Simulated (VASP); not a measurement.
These are LDA (Ceperley-Alder, Perdew-Zunger), VASP's LDA PAW potentials (set 64) (plane waves; VASP) values and carry that method's errors.

VASP ran on this input.

**INCAR**
```
ALGO = Normal
EDIFF = 1E-7
ENCUT = 520
ISIF = 2
ISMEAR = 0
LASPH = .TRUE.
LCHARG = .FALSE.
LMAXMIX = 4
LREAL = .FALSE.
LWAVE = .FALSE.
NELM = 100
PREC = Accurate
SIGMA = 0.05
SYSTEM = CdF2
```

**POSCAR**
```
CdF2
1
    0.0000000000     2.6034829333     2.6034829333
    2.6034829333     0.0000000000     2.6034829333
    2.6034829333     2.6034829333     0.0000000000
Cd F
1 2
Direct
  0.0000000000   0.0000000000   0.0000000000
  0.2500000000   0.2500000000   0.2500000000
  0.7500000000   0.7500000000   0.7500000000
```

### KPOINTS
```
kpoints
0
gamma
 7 7 7
0 0 0
```

POTCAR, in this order: Cd F (LDA.64 set). Program: vasp_std.

Output

File OUTCAR:
```
 ion  position               nearest neighbor table
   1  0.000  0.000  0.000-   3 2.25   3 2.25   3 2.25   2 2.25   3 2.25   2 2.25   2 2.25   2 2.25
  LATTYP: Found a face centered cubic cell.
 ALAT       =     5.2069658666
 Subroutine PRICEL returns:
 Original cell was already a primitive cell.
 Subroutine GETGRP returns: Found 48 space group operations
The static configuration has the point symmetry O_h .
The dynamic configuration has the point symmetry O_h .
 Subroutine INISYM returns: Found 48 space group operations
 Subroutine IBZKPT returns following result:
 Found     20 irreducible k-points:

 Following reciprocal coordinates:
            Coordinates               Weight
  0.000000  0.000000  0.000000      1.000000
  0.142857  0.000000  0.000000      8.000000
  0.285714  0.000000  0.000000      8.000000
  0.428571  0.000000  0.000000      8.000000
  0.142857  0.142857  0.000000      6.000000
  0.285714  0.142857  0.000000     24.000000
  0.428571  0.142857  0.000000     24.000000
 -0.428571  0.142857  0.000000     24.000000
 -0.285714  0.142857  0.000000     24.000000
 -0.142857  0.142857  0.000000     12.000000
  0.285714  0.285714  0.000000      6.000000
  0.428571  0.285714  0.000000     24.000000
 -0.428571  0.285714  0.000000     24.000000
 -0.285714  0.285714  0.000000     12.000000
  0.428571  0.428571  0.000000      6.000000
 -0.428571  0.428571  0.000000     12.000000
  0.428571  0.285714  0.142857     24.000000
 -0.428571  0.285714  0.142857     48.000000
 -0.428571  0.428571  0.142857     24.000000
 -0.285714  0.428571  0.142857     24.000000
   k-points           NKPTS =     20   k-points in BZ     NKDIM =     20   number of bands    NBANDS=     17
   number of dos      NEDOS =    301   number of ions     NIONS =      3
   total plane-waves  NPLWV =  21952
   dimension x,y,z NGX =    28 NGY =   28 NGZ =   28
   dimension x,y,z NGXF=    56 NGYF=   56 NGZF=   56
   ions per type =               1   2
   PREC   = accura    normal or accurate (medium, high low for compatibility)
   ISTART =      0    job   : 0-new  1-cont  2-samecut
   ICHARG =      2    charge: 1-file 2-atom 10-const
   ISPIN  =      1    spin polarized calculation?
   LNONCOLLINEAR =      F non collinear calculations
   LSORBIT =      F    spin-orbit coupling
   INIWAV =      1    electr: 0-lowe 1-rand  2-diag
   ENCUT  =  520.0 eV  38.22 Ry    6.18 a.u.   6.85  6.85  6.85*2*pi/ulx,y,z
   NELM   =    100;   NELMIN=  2; NELMDL= -5     # of ELM steps
   EDIFF  = 0.1E-06   stopping-criterion for ELM
   LREAL  =      F    real-space projection
   NLSPLINE    = F    spline interpolate recip. space projectors
   LMAXMIX     =    4 max onsite mixed and CHGCAR
   VOSKOWN=      0    Vosko Wilk Nusair interpolation
   EDIFFG = 0.1E-05   stopping-criterion for IOM
   NSW    =      0    number of steps for IOM
   NBLOCK =      1;   KBLOCK =      1    inner block; outer block
   IBRION =     -1    ionic relax: 0-MD 1-quasi-New 2-CG
   NFREE  =      0    steps in history (QN), initial steepest desc. (CG)
   ISIF   =      2    stress and relaxation
   ISYM   =      2    0-nonsym 1-usesym 2-fastsym
   TEIN   =    0.0    initial temperature
   TEBEG  =    0.0;   TEEND  =   0.0 temperature during run
   SMASS  =  -3.00    Nose mass-parameter (am)
   PSTRESS=    0.0 pullay stress
   NELECT =      26.0000    total number of electrons
   EFERMI =   0.00;   METHOD = LEGACY
   ISMEAR =     0;   SIGMA  =   0.05  broadening in eV -4-tet -1-fermi 0-gaus
   IALGO  =     38    algorithm
   LDIAG  =      T    sub-space diagonalisation (order eigenvalues)
   IMIX   =      4    mixing-type and parameters
     AMIX     =   0.40;   BMIX     =  1.00
     AMIX_MAG =   1.60;   BMIX_MAG =  1.00
     AMIN     =   0.10
...
```

OSZICAR:
```
       N       E                     dE             d eps       ncg     rms          rms(c)
DAV:   1     0.197088860216E+03    0.19709E+03   -0.16153E+04   712   0.158E+03
DAV:   2    -0.598817270343E+01   -0.20308E+03   -0.19557E+03   756   0.386E+02
DAV:   3    -0.140978465311E+02   -0.81097E+01   -0.80958E+01   752   0.870E+01
DAV:   4    -0.141399312050E+02   -0.42085E-01   -0.42078E-01   762   0.606E+00
DAV:   5    -0.141400839077E+02   -0.15270E-03   -0.15269E-03   768   0.329E-01    0.124E+01
DAV:   6    -0.126917117518E+02    0.14484E+01   -0.43575E+00   920   0.388E+01    0.937E+00
DAV:   7    -0.126972272899E+02   -0.55155E-02   -0.61185E-01   683   0.865E+00    0.539E+00
DAV:   8    -0.126771299082E+02    0.20097E-01   -0.10980E-01   689   0.360E+00    0.601E-01
DAV:   9    -0.126708264487E+02    0.63035E-02   -0.26349E-02   882   0.244E+00    0.786E-02
DAV:  10    -0.126710609432E+02   -0.23449E-03   -0.21457E-03   686   0.519E-01    0.544E-02
DAV:  11    -0.126710689025E+02   -0.79592E-05   -0.44772E-05   746   0.102E-01    0.193E-02
DAV:  12    -0.126710683763E+02    0.52620E-06   -0.55836E-06   714   0.235E-02    0.131E-02
DAV:  13    -0.126710683532E+02    0.23042E-07   -0.91014E-07   740   0.172E-02
   1 F= -.12671068E+02 E0= -.12671068E+02  d E =-.100400E-17
```

### OUTCAR
```
------------------------ aborting loop because EDIFF is reached ----------------------------------------
  FORCE on cell =-STRESS in cart. coord.  units (eV):
  Direction    XX          YY          ZZ          XY          YZ          ZX
  --------------------------------------------------------------------------------------
  Total        2.0105857      2.0105857      2.0105857     -0.0000000      0.0000000      0.0000000
  in kB       91.2722936     91.2722936     91.2722936     -0.0000000      0.0000000      0.0000000
  external PRESSURE =      91.2722936 kB  Pullay stress =       0.0000000 kB
  volume of cell :       35.29
      direct lattice vectors                 reciprocal lattice vectors
     0.000000000  2.603482933  2.603482933    -0.192050424  0.192050424  0.192050424
     2.603482933  0.000000000  2.603482933     0.192050424 -0.192050424  0.192050424
     2.603482933  2.603482933  0.000000000     0.192050424  0.192050424 -0.192050424
 POSITION                                       TOTAL-FORCE (eV/Angst)
 -----------------------------------------------------------------------------------
      0.00000      0.00000      0.00000         0.000000     -0.000000      0.000000
      1.30174      1.30174      1.30174        -0.000000     -0.000000     -0.000000
      3.90522      3.90522      3.90522         0.000000      0.000000      0.000000
 -----------------------------------------------------------------------------------
    total drift:                                0.000000      0.000000      0.000000
  FREE ENERGIE OF THE ION-ELECTRON SYSTEM (eV)
  ---------------------------------------------------
  free  energy   TOTEN  =       -12.6710683532 eV

  energy  without entropy=      -12.6710683532  energy(sigma->0) =      -12.67106835
```
(Selected blocks of OUTCAR.)

### OUTCAR
```
 val. band max:       -0.8516983582   @ k =  -0.2857   0.4286   0.1429

 cond. band min:       2.3677141798   @ k =   0.0000   0.0000   0.0000


 Fermi energy:        -0.5545559825

 k-point     1 :       0.0000    0.0000    0.0000
  band No.  band energies     occupation
      1     -21.8998      2.00000
      2     -20.3790      2.00000
      3      -6.8842      2.00000
      4      -6.8842      2.00000
      5      -6.8842      2.00000
      6      -5.0953      2.00000
      7      -5.0953      2.00000
      8      -2.0990      2.00000
      9      -2.0990      2.00000
     10      -2.0990      2.00000
     11      -1.1221      2.00000
     12      -1.1221      2.00000
     13      -1.1221      2.00000
     14       2.3677      0.00000
     15      11.9565      0.00000
     16      11.9565      0.00000
     17      11.9565      0.00000

 k-point     2 :       0.1429    0.0000    0.0000
  band No.  band energies     occupation
      1     -21.8115      2.00000
      2     -20.4610      2.00000
      3      -6.7851      2.00000
      4      -6.7851      2.00000
      5      -6.6027      2.00000
      6      -5.1375      2.00000
      7      -5.1375      2.00000
      8      -2.7266      2.00000
      9      -2.2155      2.00000
     10      -2.2155      2.00000
     11      -1.3752      2.00000
     12      -1.1470      2.00000
     13      -1.1470      2.00000
     14       3.1756      0.00000
     15      11.0625      0.00000
     16      12.3188      0.00000
     17      12.3188      0.00000

 k-point     3 :       0.2857    0.0000    0.0000
  band No.  band energies     occupation
      1     -21.5794      2.00000
      2     -20.6737      2.00000
      3      -6.5707      2.00000
      4      -6.5707      2.00000
      5      -5.8589      2.00000
      6      -5.1587      2.00000
      7      -5.1587      2.00000
      8      -3.6623      2.00000
      9      -2.6031      2.00000
     10      -2.6031      2.00000
     11      -2.2371      2.00000
...
```

The compound is CdF2 in the fluorite structure. This cell is one point of a volume scan, at 0.94 of the reference volume.
